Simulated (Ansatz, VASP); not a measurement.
## FeSi2 (Linzhiite): VASP beside Ansatz

Wanted: the spread between two codes on one cell, functional and k mesh. The cell is taken from a series of runs on this material, whose earlier steps may have relaxed, scaled, displaced or heated it; both programs get it as it stands.

Program: Ansatz 0.2.0. Level of theory: plane waves, with VASP 6.6.1 beside it; zone-centre phonons at PBEsol. Results are calculated unless marked as measured.

## (1) The starting structure

Symmetry: P4/mmm, No. 123, tetragonal system. The conventional cell has a = 2.655 Å, b = 2.655 Å, c = 5.082 Å, α = 90.00°, β = 90.00°, γ = 90.00°. Nearest to Si lie 1 Si at 2.31 Å and 4 Fe at 2.33 Å. Nearest to Fe lie 8 Si at 2.33 Å. Farther neighbours are not listed.

Structure file:

```cif
data_structure
_symmetry_space_group_name_H-M 'P4/mmm'
_symmetry_Int_Tables_number 123
_cell_length_a 2.6554
_cell_length_b 2.6554
_cell_length_c 5.0822
_cell_angle_alpha 90.000
_cell_angle_beta 90.000
_cell_angle_gamma 90.000
_cell_volume 35.83
loop_
_atom_site_label
_atom_site_type_symbol
_atom_site_symmetry_multiplicity
_atom_site_Wyckoff_symbol
_atom_site_fract_x
_atom_site_fract_y
_atom_site_fract_z
_atom_site_occupancy
Si1 Si 2 h 0.50000 0.50000 0.27259 1
Fe1 Fe 1 a 0.00000 0.00000 0.00000 1
```

## (2) VASP: zone-centre phonons, PBEsol

Second derivatives magnify differences that forces hide, and they need a tight electronic threshold.

Lines of VASP's logs that name or quote its potential files are left out, and so is its time.

INCAR reads:

```
SYSTEM = FeSi2
PREC = Accurate
ENCUT = 600
EDIFF = 1E-08
NELM = 120
ISMEAR = 1
SIGMA = 0.2
LREAL = .FALSE.
ALGO = Normal
GGA = PS
NBANDS = 14
LASPH = .TRUE.
LORBIT = 11
LWAVE = .FALSE.
LCHARG = .FALSE.
ISIF = 2
IBRION = 8
GGA_COMPAT = .FALSE.
KPAR = 2
```

POSCAR reads:

```
FeSi2
1.0
    2.6553683155      0.0000000000      0.0000000000
    0.0000000000      2.6553683155      0.0000000000
    0.0000000000      0.0000000000      5.0822172713
Si Fe
2 1
Direct
    0.5000000000      0.5000000000      0.2725909719
    0.5000000000      0.5000000000      0.7274090281
    0.0000000000      0.0000000000      0.0000000000
```

KPOINTS reads:

```
Automatic mesh
0
Gamma
16 16 8
0 0 0
```

Potentials, in the order of the species: Si and Fe (PBE family, release 64).

On the command line:

```
$ mpirun -np 2 vasp_std
```

Numbers of over 12 decimals in the logs are rounded to 6 here.

Log:

```text
[banner, memory and clock lines left out]
running    2 mpi-ranks, on    1 nodes
 distrk:  each k-point on    1 cores,    2 groups
 distr:  one band on    1 cores,    1 groups

 POSCAR found type information on POSCAR SiFe
 POSCAR found :  2 types and       3 ions
|                                                                             |
|               ----> ADVICE to this user running VASP <----                  |
|                                                                             |
|     You enforced a specific xc type in the INCAR file but a different       |
|     [... a line on the potential file left out ...]
|     I HOPE YOU KNOW WHAT YOU ARE DOING!                                     |
|                                                                             |

 LDA part: xc-table for (Slater+PW92), standard interpolation
 POSCAR, INCAR and KPOINTS ok, starting setup
 FFT: planning ... GRIDC
 FFT: planning ... GRID_SOFT
 FFT: planning ... GRID
 WAVECAR not read
 entering main loop
       N       E                     dE             d eps       ncg     rms          rms(c)
DAV:   1     0.663640239742E+02    0.66364E+02   -0.78131E+03  6388   0.131E+03
DAV:   2    -0.194704947414E+02   -0.85835E+02   -0.76157E+02  6398   0.232E+02
DAV:   3    -0.236295856094E+02   -0.41591E+01   -0.39710E+01  8554   0.566E+01
DAV:   4    -0.237265083903E+02   -0.96923E-01   -0.96760E-01  7138   0.793E+00
DAV:   5    -0.237290977710E+02   -0.25894E-02   -0.25888E-02  8704   0.139E+00    0.181E+01
DAV:   6    -0.264232833100E+02   -0.26942E+01   -0.19050E+01  8124   0.104E+02    0.189E+01
DAV:   7    -0.221190553372E+02    0.43042E+01   -0.15634E+01  8444   0.927E+01    0.552E+00
DAV:   8    -0.219736162047E+02    0.14544E+00   -0.65486E-01  8654   0.935E+00    0.187E+00
DAV:   9    -0.219413552377E+02    0.32261E-01   -0.71245E-02  8572   0.547E+00    0.709E-01
DAV:  10    -0.219396408490E+02    0.17144E-02   -0.47523E-03  7716   0.613E-01    0.107E-01
DAV:  11    -0.219396269519E+02    0.13897E-04   -0.24070E-04  8402   0.187E-01    0.633E-02
DAV:  12    -0.219396186571E+02    0.82948E-05   -0.25328E-05  7958   0.595E-02    0.213E-02
DAV:  13    -0.219396179201E+02    0.73698E-06   -0.49490E-06  8328   0.279E-02    0.901E-03
DAV:  14    -0.219396179074E+02    0.12745E-07   -0.50100E-07  8256   0.726E-03    0.358E-03
DAV:  15    -0.219396178856E+02    0.21782E-07   -0.12925E-07  8554   0.426E-03    0.101E-03
DAV:  16    -0.219396178866E+02   -0.94883E-09   -0.72809E-09  4480   0.138E-03
   1 F= -.21939618E+02 E0= -.21939970E+02  d E =0.105705E-02
 Linear response reoptimize wavefunctions to high precision
DAV:   1    -0.219396178800E+02    0.66038E-08   -0.22198E-09  6312   0.752E-04
DAV:   2    -0.219396178800E+02   -0.56730E-10   -0.45781E-10  4038   0.195E-04
 Linear response DOF=           4
 Linear response progress:
  Degree of freedom:   1/  4
       N       E                     dE             d eps       ncg     rms          rms(c)
RMM:   1    -0.122120084270E-01   -0.12212E-01   -0.71478E-04 36268   0.873E-01
RMM:   2    -0.114050903069E-01    0.80692E-03   -0.38411E-04 22190   0.396E-01    0.694E-02
RMM:   3    -0.114766752128E-01   -0.71585E-04   -0.25786E-04 27178   0.126E-01    0.387E-02
RMM:   4    -0.115826344158E-01   -0.10596E-03   -0.34741E-05 25298   0.523E-02    0.569E-03
RMM:   5    -0.115825216111E-01    0.11280E-06   -0.65149E-06 28561   0.166E-02    0.315E-03
RMM:   6    -0.115611525775E-01    0.21369E-04   -0.10905E-06 26812   0.800E-03    0.133E-03
RMM:   7    -0.115673556226E-01   -0.62030E-05   -0.21372E-07 23338   0.402E-03    0.855E-04
RMM:   8    -0.115687132880E-01   -0.13577E-05    0.75503E-09 24080   0.197E-03    0.241E-04
RMM:   9    -0.115687853636E-01   -0.72076E-07   -0.53915E-09 28387   0.651E-04    0.646E-05
RMM:  10    -0.115684559495E-01    0.32941E-06   -0.34334E-09 27746   0.206E-04    0.196E-05
RMM:  11    -0.115685370799E-01   -0.81130E-07   -0.96156E-11 28853   0.701E-05    0.796E-06
RMM:  12    -0.115685120801E-01    0.25000E-07   -0.71948E-10 26693   0.357E-05    0.349E-06
RMM:  13    -0.115685104375E-01    0.16426E-08   -0.26509E-10 29827   0.231E-05    0.638E-07
 first order change of Fermi-energy   0.26722E-04
 force on displaced ion       1 direction 1 :  -5.280   0.000   0.001
 Linear response progress:
  Degree of freedom:   2/  4
       N       E                     dE             d eps       ncg     rms          rms(c)
RMM:   1    -0.339921620810E-01   -0.33992E-01    0.10396E-01 14486   0.170E+00
RMM:   2    -0.316661340242E-01    0.23260E-02   -0.16566E-03  8639   0.663E-01    0.189E-01
RMM:   3    -0.320861467023E-01   -0.42001E-03   -0.16064E-03  7940   0.498E-01    0.240E-01
RMM:   4    -0.316794706034E-01    0.40668E-03   -0.73380E-04  7445   0.378E-01    0.777E-02
RMM:   5    -0.317908652037E-01   -0.11139E-03   -0.17151E-04 10212   0.924E-02    0.249E-02
RMM:   6    -0.318100847016E-01   -0.19219E-04   -0.13331E-05  9721   0.300E-02    0.976E-03
RMM:   7    -0.318200843460E-01   -0.99996E-05   -0.22055E-06  8976   0.167E-02    0.164E-03
RMM:   8    -0.318194400616E-01    0.64428E-06   -0.69859E-07 10651   0.633E-03    0.725E-04
RMM:   9    -0.318187593097E-01    0.68075E-06   -0.55900E-08 10457   0.177E-03    0.448E-04
RMM:  10    -0.318188572656E-01   -0.97956E-07   -0.11838E-08 10286   0.610E-04    0.747E-05
RMM:  11    -0.318188536130E-01    0.36525E-08   -0.59750E-10 10340   0.234E-04    0.275E-05
 first order change of Fermi-energy  -0.27071E-01
 force on displaced ion       1 direction 3 :   0.000  -0.000 -20.987
 Linear response progress:
  Degree of freedom:   3/  4
       N       E                     dE             d eps       ncg     rms          rms(c)
RMM:   1    -0.164533382913E+00   -0.16453E+00   -0.84874E-02 18688   0.258E+00
RMM:   2    -0.164308562978E+00    0.22482E-03   -0.20209E-03 15351   0.548E-01    0.215E-01
RMM:   3    -0.164096659097E+00    0.21190E-03   -0.36105E-04 17854   0.134E-01    0.129E-01
RMM:   4    -0.164535964307E+00   -0.43931E-03   -0.37466E-04 18226   0.139E-01    0.101E-02
RMM:   5    -0.164473315900E+00    0.62648E-04   -0.83840E-06 18431   0.248E-02    0.641E-03
RMM:   6    -0.164463859645E+00    0.94563E-05   -0.10635E-06 15341   0.132E-02    0.573E-03
RMM:   7    -0.164457817525E+00    0.60421E-05   -0.33877E-07 14587   0.913E-03    0.749E-04
RMM:   8    -0.164452178738E+00    0.56388E-05   -0.10012E-07 19080   0.221E-03    0.313E-04
RMM:   9    -0.164451370444E+00    0.80829E-06   -0.12691E-08 17881   0.751E-04    0.132E-04
RMM:  10    -0.164450476398E+00    0.89405E-06   -0.50334E-09 17980   0.323E-04    0.430E-05
RMM:  11    -0.164450513650E+00   -0.37251E-07   -0.45512E-09 19063   0.138E-04    0.108E-05
RMM:  12    -0.164450591609E+00   -0.77959E-07   -0.45496E-09 19684   0.695E-05    0.392E-06
RMM:  13    -0.164450572035E+00    0.19573E-07   -0.45495E-09 19789   0.471E-05    0.604E-07
RMM:  14    -0.164450574400E+00   -0.23649E-08   -0.44881E-09 17724   0.411E-05    0.281E-07
 first order change of Fermi-energy   0.43621E-03
 force on displaced ion       3 direction 1 :  -9.705   0.000   0.000
 Linear response progress:
  Degree of freedom:   4/  4
       N       E                     dE             d eps       ncg     rms          rms(c)
RMM:   1    -0.188745353966E+00   -0.18875E+00   -0.10088E-01 11438   0.241E+00
RMM:   2    -0.181924380456E+00    0.68210E-02   -0.23262E-03  8038   0.769E-01    0.239E-01
RMM:   3    -0.180970601096E+00    0.95378E-03   -0.18605E-03  9856   0.298E-01    0.128E-01
RMM:   4    -0.181104914751E+00   -0.13431E-03   -0.40480E-04 10141   0.112E-01    0.602E-02
RMM:   5    -0.181392486913E+00   -0.28757E-03   -0.12193E-04  9632   0.891E-02    0.108E-02
RMM:   6    -0.181404398588E+00   -0.11912E-04   -0.70731E-06  8491   0.301E-02    0.769E-03
RMM:   7    -0.181408833266E+00   -0.44347E-05   -0.25478E-06  9079   0.148E-02    0.295E-03
RMM:   8    -0.181391894444E+00    0.16939E-04   -0.71512E-07  9937   0.551E-03    0.655E-04
RMM:   9    -0.181392099137E+00   -0.20469E-06   -0.82008E-08  9982   0.221E-03    0.562E-04
RMM:  10    -0.181391148959E+00    0.95018E-06   -0.17424E-08 10615   0.593E-04    0.331E-04
RMM:  11    -0.181391014180E+00    0.13478E-06   -0.12637E-08 10405   0.439E-04    0.608E-05
RMM:  12    -0.181391163342E+00   -0.14916E-06   -0.76562E-09 10666   0.177E-04    0.254E-05
RMM:  13    -0.181391163086E+00    0.25579E-09   -0.62616E-09 10443   0.852E-05    0.103E-05
 first order change of Fermi-energy   0.30821E-02
 force on displaced ion       3 direction 3 :  -0.000   0.000 -14.660
 Linear response finished
```

OUTCAR, selected parts (step 2):

```text
ion  position               nearest neighbor table
   1  0.500  0.500  0.273-   2 2.31   3 2.33   3 2.33   3 2.33   3 2.33   2 2.77
   2  0.500  0.500  0.727-   1 2.31   3 2.33   3 2.33   3 2.33   3 2.33   1 2.77
   3  0.000  0.000  0.000-   1 2.33   2 2.33   1 2.33   2 2.33   1 2.33   2 2.33   1 2.33   2 2.33

  LATTYP: Found a simple tetragonal cell.
 ALAT       =     2.6553683155
 C/A-ratio  =     1.9139406167

 Subroutine GETGRP returns: Found 16 space group operations
 (whereof 16 operations were pure point group operations)

The static configuration has the point symmetry D_4h.

 Found    225 irreducible k-points:

   k-points           NKPTS =    225   k-points in BZ     NKDIM =    225   number of bands    NBANDS=     14

   dimension x,y,z NGX =    24 NGY =   24 NGZ =   42
   dimension x,y,z NGXF=    48 NGYF=   48 NGZF=   84

   ENCUT  =  600.0 eV  44.10 Ry    6.64 a.u.   5.30  5.30 10.15*2*pi/ulx,y,z

   NELECT =      16.0000    total number of electrons

 k-points in reciprocal lattice and weights: Automatic mesh
   0.00000000  0.00000000  0.00000000       0.000
   0.06250000  0.00000000  0.00000000       0.002
   0.12500000  0.00000000  0.00000000       0.002
   0.18750000  0.00000000  0.00000000       0.002
   0.25000000  0.00000000  0.00000000       0.002
   0.31250000  0.00000000  0.00000000       0.002
   0.37500000  0.00000000  0.00000000       0.002
   0.43750000  0.00000000  0.00000000       0.002
   0.50000000  0.00000000  0.00000000       0.001
[...]
0.50000000  0.43750000  0.50000000       0.002
   0.50000000  0.50000000  0.50000000       0.000

 average (electrostatic) potential at core
       1 -79.2863       2 -79.2863       3 -38.9403

  Total        1.0272749      1.0272749      1.0370258      0.0000000      0.0000000      0.0000000
  in kB       45.9297944     45.9297944     46.3657611      0.0000000      0.0000000      0.0000000
  external PRESSURE =      46.0751166 kB  Pullay stress =       0.0000000 kB

  energy-cutoff  :      600.00
  volume of cell :       35.83
      direct lattice vectors                 reciprocal lattice vectors
     2.655368316  0.000000000  0.000000000     0.376595591  0.000000000  0.000000000
     0.000000000  2.655368316  0.000000000     0.000000000  0.376595591  0.000000000
     0.000000000  0.000000000  5.082217271     0.000000000  0.000000000  0.196764512

 POSITION                                       TOTAL-FORCE (eV/Angst)
 -----------------------------------------------------------------------------------
      1.32768      1.32768      1.38537        -0.000000     -0.000000      0.021936
      1.32768      1.32768      3.69685         0.000000     -0.000000     -0.021936
      0.00000      0.00000      0.00000         0.000000      0.000000      0.000000
 -----------------------------------------------------------------------------------
    total drift:                               -0.000000      0.000000      0.000000

 Eigenvectors and eigenvalues of the dynamical matrix
 ----------------------------------------------------

   1 f  =   17.362064 THz   109.089066 2PiTHz  579.136118 cm-1    71.803695 meV
             X         Y         Z           dx          dy          dz
      1.327684  1.327684  1.385367     0.000000   -0.000000   -0.707107
      1.327684  1.327684  3.696851     0.000000    0.000000    0.707107
      0.000000  0.000000  0.000000    -0.000000   -0.000000    0.000000

   2 f  =   11.313212 THz    71.083005 2PiTHz  377.368119 cm-1    46.787663 meV
             X         Y         Z           dx          dy          dz
      1.327684  1.327684  1.385367     0.000000    0.000000   -0.499362
      1.327684  1.327684  3.696851     0.000000    0.000000   -0.499362
      0.000000  0.000000  0.000000     0.000000    0.000000    0.708008

   3 f  =    9.204501 THz    57.833587 2PiTHz  307.029113 cm-1    38.066741 meV
             X         Y         Z           dx          dy          dz
      1.327684  1.327684  1.385367     0.072073    0.494128   -0.000000
      1.327684  1.327684  3.696851     0.072073    0.494128   -0.000000
      0.000000  0.000000  0.000000    -0.102189   -0.700603    0.000000

   4 f  =    9.204501 THz    57.833587 2PiTHz  307.029113 cm-1    38.066741 meV
             X         Y         Z           dx          dy          dz
      1.327684  1.327684  1.385367    -0.494128    0.072073   -0.000000
      1.327684  1.327684  3.696851    -0.494128    0.072073   -0.000000
      0.000000  0.000000  0.000000     0.700603   -0.102189    0.000000

   5 f  =    7.045939 THz    44.270940 2PiTHz  235.027226 cm-1    29.139649 meV
             X         Y         Z           dx          dy          dz
      1.327684  1.327684  1.385367    -0.303224   -0.638792    0.000000
      1.327684  1.327684  3.696851     0.303224    0.638792   -0.000000
      0.000000  0.000000  0.000000     0.000000   -0.000000    0.000000

   6 f  =    7.045939 THz    44.270940 2PiTHz  235.027226 cm-1    29.139649 meV
             X         Y         Z           dx          dy          dz
      1.327684  1.327684  1.385367    -0.638792    0.303224    0.000000
      1.327684  1.327684  3.696851     0.638792   -0.303224   -0.000000
      0.000000  0.000000  0.000000     0.000000    0.000000    0.000000

   7 f/i=    0.001427 THz     0.008965 2PiTHz    0.047594 cm-1     0.005901 meV
             X         Y         Z           dx          dy          dz
      1.327684  1.327684  1.385367     0.493934   -0.081684    0.000000
      1.327684  1.327684  3.696851     0.493934   -0.081684   -0.000000
      0.000000  0.000000  0.000000     0.696733   -0.115222    0.000000

   8 f/i=    0.001427 THz     0.008965 2PiTHz    0.047594 cm-1     0.005901 meV
             X         Y         Z           dx          dy          dz
      1.327684  1.327684  1.385367    -0.081684   -0.493934   -0.000000
      1.327684  1.327684  3.696851    -0.081684   -0.493934   -0.000000
      0.000000  0.000000  0.000000    -0.115222   -0.696733    0.000000

   9 f/i=    0.001887 THz     0.011859 2PiTHz    0.062960 cm-1     0.007806 meV
             X         Y         Z           dx          dy          dz
      1.327684  1.327684  1.385367    -0.000000   -0.000000    0.500637
      1.327684  1.327684  3.696851    -0.000000   -0.000000    0.500637
      0.000000  0.000000  0.000000    -0.000000    0.000000    0.706205

 ELASTIC MODULI CONTR FROM IONIC RELAXATION (kBar)
 Direction    XX          YY          ZZ          XY          YZ          ZX
 --------------------------------------------------------------------------------
 XX        -165.0456   -165.0456     52.0201      0.0000      0.0000      0.0000
 YY        -165.0456   -165.0456     52.0201      0.0000      0.0000      0.0000
 ZZ          52.0201     52.0201    -16.3960      0.0000     -0.0000     -0.0000
 XY           0.0000      0.0000      0.0000      0.0000      0.0000      0.0000
 YZ           0.0000      0.0000     -0.0000      0.0000   -650.2119     -0.0000
 ZX           0.0000      0.0000     -0.0000      0.0000     -0.0000   -514.1864
 --------------------------------------------------------------------------------
```

This run has no spin polarisation, so a moment on Fe, if there is one, isn't seen.

(Continued in part 2 of 2.)

[Lines on the potential files, build, host, timing and source positions are cut from VASP's logs without a mark.]

[Logs are printed without paths, hosts, clocks, repeated set-up lines and the standing remarks that a program may print on its own settings, such as how far it seeks lower states.]

[Hosts, paths, dates, database ids (printed as entryN), source tags and the programs' standing remarks are cut or masked in the printed files.]
